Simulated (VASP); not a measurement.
Data:

```
CELL_PARAMETERS angstrom
      4.96000     0.00000     0.00000
      0.00000     4.96000     0.00000
      0.00000     0.00000     3.39000
ATOMIC_POSITIONS crystal
  Pb 0.00000 0.00000 0.00000
  Pb 0.50000 0.50000 0.50000
  O  0.30700 0.30700 0.00000
  O  0.80700 0.19300 0.50000
  O  0.19300 0.80700 0.50000
  O  0.69300 0.69300 0.00000
```

Computed with LDA (Ceperley-Alder, Perdew-Zunger), VASP's LDA PAW potentials (set 64) (plane waves; VASP). Run with 400 eV cut-off, 5×5×7 Γ-centred mesh, Fermi-Dirac smearing of 0.10 eV, potentials Pb_d O.

At this cut-off the stress carries a Pulay error, which pulls relaxed volumes low. Unless said otherwise, spin-orbit coupling is left out, though it shifts the bands of the heavy elements here.

Predict the energy per atom (σ→0), pressure, band gap (on the k-mesh) with the smallest direct gap where there is one.

```yaml
band gap (on the k-mesh): none (metal, semimetal or under 0.01 eV)
energy per atom (σ→0): -6.118 eV/atom
pressure: -5.70 GPa
```

The structure is a typed PbO2 crystal. The cell was not relaxed at this level.
